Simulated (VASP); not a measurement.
Data:

```
CELL_PARAMETERS angstrom
     -1.72428     1.72428     1.72428
      1.72428    -1.72428     1.72428
      1.72428     1.72428    -1.72428
ATOMIC_POSITIONS crystal
  Li 0.00000 0.00000 0.00000
```

Calculation: AM05 GGA, VASP's PBE PAW potentials (set 64) (plane waves; VASP). Numerical set-up: 520 eV cut-off, Gaussian smearing of 0.050 eV, potentials Li_sv.

What does the run give for the band gap (along the path) with the smallest direct gap where there is one?

* **band gap (along the path)**: none (metal, semimetal or under 0.01 eV)

The absolute energy has meaning only against runs of the same code, potentials and settings.

The compound is Li in the bcc structure. It was relaxed first.
